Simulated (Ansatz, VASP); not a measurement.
**CaHfSe3: VASP beside Ansatz**

One calculation is typed for both programs; each brings its own data sets. How far apart do they land? The cell is generated by rule, not measured, and may not be a known phase. The cell is taken from a series of runs on this material, whose earlier steps may have relaxed, scaled, displaced or heated it; both programs get it as it stands.

Method: plane waves, with VASP 6.6.1 beside it; relaxation of cell and atoms at LDA, in Ansatz 0.2.0.

The structure was built from a prototype and need not be the compound's stable phase.

**1. The structure**

Symmetry: I4/mmm, No. 139, tetragonal system. Conventional cell: a = 7.222 Å, b = 7.222 Å, c = 10.353 Å, α = 90.00°, β = 90.00°, γ = 90.00°. Nearest to Ca lie 8 Se at 3.01 to 3.71 Å and 1 Ca at 3.51 Å. Nearest to Hf lie 6 Se at 2.56 to 2.59 Å. Nearest to Se lie 2 Hf at 2.56 Å and 2 Ca at 3.01 Å. Nearest to Se lie 2 Hf at 2.59 Å and 4 Ca at 3.71 Å. Farther neighbours and most contacts between anions are not listed.

Coordinates:

```cif
data_structure
_symmetry_space_group_name_H-M 'P 1'
_symmetry_Int_Tables_number 1
_cell_length_a 7.2715
_cell_length_b 7.2715
_cell_length_c 7.2715
_cell_angle_alpha 120.449
_cell_angle_beta 120.449
_cell_angle_gamma 89.225
_cell_volume 270.00
loop_
_atom_site_label
_atom_site_type_symbol
_atom_site_fract_x
_atom_site_fract_y
_atom_site_fract_z
_atom_site_occupancy
Ca1 Ca 0.16950 0.16950 0.00000 1
Ca2 Ca 0.83050 0.83050 0.00000 1
Hf3 Hf 0.00000 0.50000 0.50000 1
Hf4 Hf 0.50000 0.00000 0.50000 1
Se5 Se 0.76017 0.76017 0.52034 1
Se6 Se 0.23983 0.23983 0.47966 1
Se7 Se 0.25000 0.75000 0.50000 1
Se8 Se 0.75000 0.25000 0.50000 1
Se9 Se 0.76017 0.23983 0.00000 1
Se10 Se 0.23983 0.76017 0.00000 1
```

**2. Ansatz: relaxation of cell and atoms, LDA**

Ansatz runs on its PAW soft_1 files.

The relaxed volume is the usual yardstick between codes: in a stiff, nearly cubic crystal its relative difference is about their pressure difference at one cell divided by the bulk modulus.

The input, input.yaml:

```yaml
crystal:
  lattice:
    - [-3.6110849004, 3.6110849004, 5.1764366261]
    - [3.6110849004, -3.6110849004, 5.1764366261]
    - [3.6110849004, 3.6110849004, -5.1764366261]
  atoms:
    - { symbol: Ca, position: [0.1694976639, 0.1694976639, 0.0] }
    - { symbol: Ca, position: [0.8305023361, 0.8305023361, 0.0] }
    - { symbol: Hf, position: [0.0, 0.5, 0.5] }
    - { symbol: Hf, position: [0.5, 0.0, 0.5] }
    - { symbol: Se, position: [0.7601682243, 0.7601682243, 0.5203364485] }
    - { symbol: Se, position: [0.2398317757, 0.2398317757, 0.4796635515] }
    - { symbol: Se, position: [0.25, 0.75, 0.5] }
    - { symbol: Se, position: [0.75, 0.25, 0.5] }
    - { symbol: Se, position: [0.7601682243, 0.2398317757, 0.0] }
    - { symbol: Se, position: [0.2398317757, 0.7601682243, 0.0] }
kpoints:
  mp_grid: { grid: [6, 6, 6] }
hamiltonian:
  xc: lda
  pseudopotentials: { kind: paw, azcp: { folder: soft_1 }, xc_functional: pbe }
scf:
  occupations: { method: methfessel_paxton, width: 0.2 }
output:
  forces: true
  stress: true
  eigenvalues: true
relax:
  adjacent_minimum: "off"
  f_tol: 0.001
  max_steps: 60
  cell: { stress_tol: 0.01 }
```

The run is started by

```sh
$ ansatz run input.yaml --threads 4 --pin off --max-ram 16384MiB --backend cpu --events-out ev --progress --plain --runs-dir out
```

Numbers of over 12 decimals in the logs are rounded to 6 here.

The program printed:

```text
Engine: ansatz 0.2.0, aarch64-unknown-linux-gnu
Pseudopotentials: kind: paw
Pseudopotential: Ca, paw, valence charge 10, recommended cutoff 420 eV (normal), soft_1/Ca.paw.azcp
Pseudopotential: Hf, paw, valence charge 26, recommended cutoff 420 eV (normal), soft_1/Hf.paw.azcp
Pseudopotential: Se, paw, valence charge 16, recommended cutoff 420 eV (normal), soft_1/Se.paw.azcp
Functional definition: SPW92
  exchange = slater_x
  correlation = pw_c
Crystal: 10 atoms, lattice volume = 270.002 Å³
Basis set: ecut = 420 eV, 5249 PW (Γ)
Bands: 101, of which v1, the nominal top of the filled ones, is band 84 counted from 1 (83 counted from 0)
Symmetry: 16 space group operations
Space group: I4/mmm (ITA 139), of the structure as read, at distance tolerance 6.5e-5 Å
k-points: 30 of 216
Non-local potential: Ca, projectors of the file, l = 0: 3, l = 1: 2, l = 2: 2
Non-local potential: Hf, projectors of the file, l = 0: 3, l = 1: 2, l = 2: 2, l = 3: 3
Non-local potential: Se, projectors of the file, l = 0: 2, l = 1: 2, l = 2: 3, l = 3: 1
PAW form: soft (Blöchl's): semilocal exchange-correlation on the pseudo side does not see the compensation charge
PAW frozen core: Ca, regenerated for the run's functional, and the local potential with it (the file was generated under x = pbe(κ = 0.804, μ = 0.219515), c = pbe(β = 0.066725))
PAW frozen core: Hf, regenerated for the run's functional, and the local potential with it (the file was generated under x = pbe(κ = 0.804, μ = 0.219515), c = pbe(β = 0.066725))
PAW frozen core: Se, regenerated for the run's functional, and the local potential with it (the file was generated under x = pbe(κ = 0.804, μ = 0.219515), c = pbe(β = 0.066725))
PAW one-centre angular grid: Ca, 110 points (default); XC on 64 Gauss nodes
PAW one-centre angular grid: Hf, 590 points (default); XC on 64 Gauss nodes
PAW one-centre angular grid: Se, 590 points (default); XC on 64 Gauss nodes
Initial density: superposition of atomic densities (chi_scale 0.1, normalization cell, long waves kept (reshape's long-wave potential 0.02 eV rms))
Initial wavefunctions: pseudopotential atomic-orbital guess
Functional: x = slater, c = lda
SCF iter   1: F=—  HF=-66825.343603 eV  |F-HF|=—  |Δ(HF+E_count)|=         —  Δρ=1.02e-1  dr2=6.58e1  ethr=3.10e-3  ⟨swp⟩=7.2  Hψ=11851  notcnv=0
preconditioner: auto → LDOS  [metal: Δε(μ)=0.026 eV  Ē_g=11.947 eV  σ=0.200 eV  W_gap=0.11  n_scr=64 (ndim 8)  ℏωp=19.7 eV  f_vac=0.065  D(μ)=8.30/eV (n_scr^D=58)  β→1.0]
SCF iter   2: F=—  HF=-66815.198745 eV  |F-HF|=—  |Δ(HF+E_count)|=    1.01e1  S|Δr|=    0.00e0  Δρ=5.36e-2  dr2=6.81e0  ethr=3.10e-3  ⟨swp⟩=4.1  Hψ=7517  notcnv=0  defer=238
preconditioner: auto → Resta (q_TF=auto, 2.521 Å⁻¹)  ε∞=5.0  [insulator: Δε(μ)=0.257 eV  Ē_g=9.876 eV  σ=0.200 eV  W_gap=0.79  n_scr=64 (ndim 8)  ℏωp=19.7 eV  f_vac=0.124  D(μ)=0.29/eV (n_scr^D=0)  ε∞_Penn≈5.0  β→0.5]
SCF iter   3: F=—  HF=-66812.853499 eV  |F-HF|=—  |Δ(HF+E_count)|=    2.35e0  S|Δr|=    0.00e0  Δρ=1.44e-2  dr2=5.31e-1  ethr=3.10e-3  ⟨swp⟩=3.2  Hψ=6297  notcnv=0  defer=291
SCF iter   4: F=—  HF=-66812.731901 eV  |F-HF|=—  |Δ(HF+E_count)|=   1.22e-1  S|Δr|=    0.00e0  Δρ=7.60e-3  dr2=1.62e-1  ethr=3.16e-4  ⟨swp⟩=2.0  Hψ=5192  notcnv=0  defer=291
SCF iter   5: F=—  HF=-66812.700706 eV  |F-HF|=—  |Δ(HF+E_count)|=   3.12e-2  S|Δr|=    0.00e0  Δρ=2.24e-3  dr2=1.85e-2  ethr=9.63e-5  ⟨swp⟩=2.1  Hψ=5280  notcnv=0  defer=293
SCF iter   6: F=—  HF=-66812.697447 eV  |F-HF|=—  |Δ(HF+E_count)|=   3.26e-3  S|Δr|=    0.00e0  Δρ=8.37e-4  dr2=3.68e-3  ethr=1.10e-5  ⟨swp⟩=2.3  Hψ=5528  notcnv=0  defer=279
SCF iter   7: F=—  HF=-66812.697333 eV  |F-HF|=—  |Δ(HF+E_count)|=   1.14e-4  S|Δr|=    0.00e0  Δρ=2.62e-4  dr2=4.69e-4  ethr=2.19e-6  ⟨swp⟩=2.1  Hψ=5303  notcnv=0  defer=277
SCF iter   8: F=—  HF=-66812.697317 eV  |F-HF|=—  |Δ(HF+E_count)|=   1.57e-5  S|Δr|=    0.00e0  Δρ=1.08e-4  dr2=4.94e-5  ethr=2.79e-7  ⟨swp⟩=2.0  Hψ=5207  notcnv=0  defer=277
SCF iter   9: F=—  HF=-66812.697173 eV  |F-HF|=—  |Δ(HF+E_count)|=   1.44e-4  S|Δr|=    0.00e0  Δρ=3.38e-5  dr2=6.30e-6  ethr=2.94e-8  ⟨swp⟩=2.0  Hψ=5504  notcnv=0  defer=280
SCF iter  10: F=—  HF=-66812.697170 eV  |F-HF|=—  |Δ(HF+E_count)|=   3.32e-6  S|Δr|=    0.00e0  Δρ=1.54e-5  dr2=8.93e-7  ethr=3.75e-9  ⟨swp⟩=2.9  Hψ=4827  notcnv=0  defer=280
SCF iter  11: F=—  HF=-66812.697170 eV  |F-HF|=—  |Δ(HF+E_count)|=   2.35e-7  S|Δr|=    0.00e0  Δρ=5.92e-6  dr2=1.58e-7  ethr=5.32e-10  ⟨swp⟩=2.0  Hψ=5264  notcnv=0  defer=280
SCF iter  12: F=-66812.697170 eV  HF=-66812.697170 eV  |F-HF|=6.36e-9  |Δ(HF+E_count)|=   3.16e-8  S|Δr|=    0.00e0  Δρ=1.37e-6  dr2=8.02e-9  ethr=5.95e-11  ⟨swp⟩=12.9  Hψ=18096  notcnv=0
SCF 1 converged in 12 iterations: F = -66812.697170 eV  dr2 = 8.02e-9
[...]
SCF iter   8: F=—  HF=-66812.697172 eV  |F-HF|=—  |Δ(HF+E_count)|=  1.46e-11  S|Δr|=    0.00e0  Δρ=8.92e-8  dr2=2.09e-11  ethr=1.00e-12  ⟨swp⟩=1.0  Hψ=3030  notcnv=0
SCF iter   9: F=—  HF=-66812.697172 eV  |F-HF|=—  |Δ(HF+E_count)|=  1.46e-11  S|Δr|=    0.00e0  Δρ=4.02e-8  dr2=4.40e-12  ethr=1.00e-12  ⟨swp⟩=1.0  Hψ=3030  notcnv=0
SCF iter  10: F=-66812.697172 eV  HF=-66812.697172 eV  |F-HF|=0.00e0  |Δ(HF+E_count)|=  1.46e-11  S|Δr|=    0.00e0  Δρ=1.61e-9  dr2=3.47e-15  ethr=1.00e-12  ⟨swp⟩=6.1  Hψ=14842  notcnv=0
SCF 4 converged in 10 iterations: F = -66812.697172 eV  dr2 = 3.47e-15
relax step   4: F+E_penalty+E_count = -66812.69717193 eV  Δ(F+E_penalty+E_count) = -2.858e-6 eV  max|allowed force component| = 3.253e-4 eV/Å  Δτ_max = 0.0000 Å  P = -0.000 GPa  Ω = 270.032 Å³  stress off target by 1.35e-3 GPa  SCF on the basis re-selected at this cell (its energy is not comparable with the rows above)  (10 SCF iters)
basis re-selected at this cell: Δ(F+E_penalty+E_count) = -2.858e-6 eV, ΔP = +0.000 GPa vs the last step (what re-selecting the basis moved, of the pressure what is left beyond the Pulay correction that the steps carried, after the strain that the cell walked since its last selection, with what the two solves' SCF thresholds leave and, on support functions, any second-order correction that the steps lacked; it is no m [...]
SCF converged after 10 iterations
Stability not checked: this state was not tested for a lower state beside it, because cold or Methfessel-Paxton smearing, or corrected tetrahedra, fill the levels in a way that the test cannot read (fill_not_monotonic; see scf.lower_state_search)
Free energy (F): -66812.697172 eV
Harris-Foulkes:  -66812.697172 eV  (|F-HF|=0.00e0)
Internal energy: -66812.702798 eV  (E = F + TS)
E sigma→0 (E₀):  -66812.698578 eV
Entropy (-TS):   0.005626 eV (0.563 meV/atom)
Fermi energy:    8.363987 eV
Step filling:    the computed levels leave a gap of 0.0524 eV = 0.3 smearing widths at the electron count; against every level under it full and every level over it empty, smearing changes F+E_penalty+E_count by +1.880 meV and its σ→0 estimate by +0.473 meV
--- Per-component energies (eV) ---
  E_band       = -3102.254410
  E_kinetic    = 1997.686644
  E_local      = -37635.136096  (includes V_loc(G=0)·N_el)
  E_nonlocal   = -1770.032535
  E_hartree    = 18562.615904
  E_xc         = -1293.407766
  E_vxc        = -1373.941720  (∫ρ·V_xc dr)
  E_paw        = -28829.779003  (= ΣΔE_a)
  E_vpaw       = -1446.060509  (= ΣTr[D̂ρ^β])
  E_aug_tail   = -0.001996  (compensation charges beyond the density's cutoff)
  E_ewald      = -17863.432617
  E_core_change = 18.784667  (= ΣΔE_core)
  E_smearing   = 0.005626  (= −TS)
  E_closure    = 0.000000  (closes the sum)
  Σ components = -66812.697172   (vs F -66812.697172, Δ=0.00e0)
--- Forces (eV/Å), atoms counted from 1 ---
  atom   1  Ca     0.00000000    -0.00000000    -0.00032531
  atom   2  Ca    -0.00000000     0.00000000     0.00032531
  atom   3  Hf    -0.00000000     0.00000000     0.00000000
  atom   4  Hf     0.00000000     0.00000000     0.00000000
  atom   5  Se     0.00015007     0.00015007     0.00000000
  atom   6  Se    -0.00015007    -0.00015007    -0.00000000
  atom   7  Se     0.00000000    -0.00000000     0.00000000
  atom   8  Se    -0.00000000    -0.00000000     0.00000000
  atom   9  Se    -0.00015007     0.00015007    -0.00000000
  atom  10  Se     0.00015007    -0.00015007    -0.00000000
  max |Σ_I F_I| component: 1.06e-18 eV/Å
--- Stress (GPa, compression-positive) ---
        0.000056      -0.000000       0.000000
       -0.000000       0.000056       0.000000
        0.000000       0.000000      -0.001353
  P = ⅓ Tr σ = -0.0004 GPa (-0.004 kbar)
--- Band table (eV; the first three rows and the last of 30) ---
  k-point 0: bands = [... 80 lower, 7.7967, 7.8529, 8.2243, 8.2243, 8.3776, 8.6733, 8.6733, 9.4677, ... 13 higher]
  k-point 1: bands = [... 80 lower, 7.5706, 7.6498, 7.9264, 8.2878, 8.5961, 9.1364, 9.3448, 9.8169, ... 13 higher]
  k-point 2: bands = [... 80 lower, 6.9852, 7.5077, 7.6322, 8.3156, 8.6001, 10.1600, 10.2877, 10.3603, ... 13 higher]
  k-point 29: bands = [... 80 lower, 6.2228, 7.3161, 7.3161, 7.7955, 8.4929, 10.1017, 10.9098, 10.9098, ... 13 higher]
--- Relaxed structure (3 steps of the walk, 2 accepted, 1 SCFs on fresh bases) ---
  F+E_penalty+E_count = -66812.69717193 eV   max|allowed force component| = 3.253e-4 eV/Å   (the final SCF, on the basis selected at the relaxed cell)
  cell:  # Å, volume = 270.0323 Å³
    - [-3.611263, 3.611263, 5.176514]
    - [3.611263, -3.611263, 5.176514]
    - [3.611263, 3.611263, -5.176514]
  atoms:
    - { symbol: Ca, position: [0.169436, 0.169436, 0] }
    - { symbol: Ca, position: [0.830564, 0.830564, 0] }
    - { symbol: Hf, position: [0, 0.5, 0.5] }
    - { symbol: Hf, position: [0.5, 0, 0.5] }
    - { symbol: Se, position: [0.760131, 0.760131, 0.520263] }
    - { symbol: Se, position: [0.239869, 0.239869, 0.479737] }
    - { symbol: Se, position: [0.250000, 0.75, 0.5] }
    - { symbol: Se, position: [0.75, 0.250000, 0.5] }
    - { symbol: Se, position: [0.760131, 0.239869, 0.0] }
    - { symbol: Se, position: [0.239869, 0.760131, 0.0] }
```

(Continued in part 2 of 2.)

[Lines on the potential files, build, host, timing and source positions are cut from VASP's logs without a mark.]

[Logs are printed without paths, hosts, clocks, repeated set-up lines and the standing remarks that a program may print on its own settings, such as how far it seeks lower states.]

[Hosts, paths, dates, database ids (printed as entryN), source tags and the programs' standing remarks are cut or masked in the printed files.]
